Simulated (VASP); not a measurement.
OSZICAR of a VASP run on CsPbCl$_{3}$ (space group Pm-3m):

### OSZICAR
```
       N       E                     dE             d eps       ncg     rms          rms(c)
DAV:   1    -0.430711995459E+04   -0.43071E+04   -0.15334E+04   544   0.104E+03
DAV:   2    -0.462552978228E+04   -0.31841E+03   -0.31272E+03   674   0.291E+02
DAV:   3    -0.465996130478E+04   -0.34432E+02   -0.34284E+02   592   0.114E+02
DAV:   4    -0.466110109233E+04   -0.11398E+01   -0.11377E+01   662   0.266E+01
DAV:   5    -0.216461226103E+02    0.46395E+04   -0.11845E+01   628   0.417E+01    0.572E+00
DAV:   6    -0.204299403853E+02    0.12162E+01   -0.25624E+00   692   0.137E+01    0.337E+00
DAV:   7    -0.203991257287E+02    0.30815E-01   -0.12485E+00   766   0.713E+00    0.265E+00
DAV:   8    -0.204152764197E+02   -0.16151E-01   -0.11571E-01   736   0.173E+00    0.174E+00
DAV:   9    -0.204073517645E+02    0.79247E-02   -0.81046E-03   648   0.566E-01    0.911E-01
DAV:  10    -0.204049301480E+02    0.24216E-02   -0.38810E-03   632   0.375E-01    0.431E-01
DAV:  11    -0.204043593941E+02    0.57075E-03   -0.85601E-04   696   0.198E-01    0.212E-01
DAV:  12    -0.204041635041E+02    0.19589E-03   -0.23211E-04   760   0.118E-01    0.114E-01
DAV:  13    -0.204041062040E+02    0.57300E-04   -0.11506E-04   726   0.752E-02    0.668E-02
DAV:  14    -0.204040955415E+02    0.10662E-04   -0.47235E-05   712   0.455E-02    0.410E-02
DAV:  15    -0.204040952296E+02    0.31189E-06   -0.17311E-05   654   0.270E-02    0.260E-02
DAV:  16    -0.204040965421E+02   -0.13125E-05   -0.69767E-06   670   0.170E-02    0.169E-02
DAV:  17    -0.204040977194E+02   -0.11773E-05   -0.29805E-06   552   0.109E-02    0.113E-02
DAV:  18    -0.204040984255E+02   -0.70604E-06   -0.13157E-06   432   0.734E-03
   1 F= -.20404098E+02 E0= -.20404098E+02  d E =-.596153E-23
```

Which electronic solver shows in the log?

It is blocked Davidson (ALGO = Normal, or the opening steps of other solvers). The INCAR had ALGO = Normal.

Can the final energy be trusted as converged?

The run converged. It stopped with EDIFF = 1E-6, NELM = 100 (B3LYP hybrid, plane waves, VASP's PBE PAW potentials (set 64)).

The structure comes from a computed database's CsPbCl3 entry; how it stands against other phases isn't given here. The cell was not relaxed at this level. The run is one of a series of settings (AEXX = 0.2, AGGAC = 0.81, AGGAX = 0.72, ALDAC = 0.19, GGA = B3, HFRCUT = -1, ISYM = 3, LHFCALC = .TRUE., PRECFOCK = Fast, KPOINTS 4×4×4 Γ-centred mesh against the base run), some of them coarse on purpose.
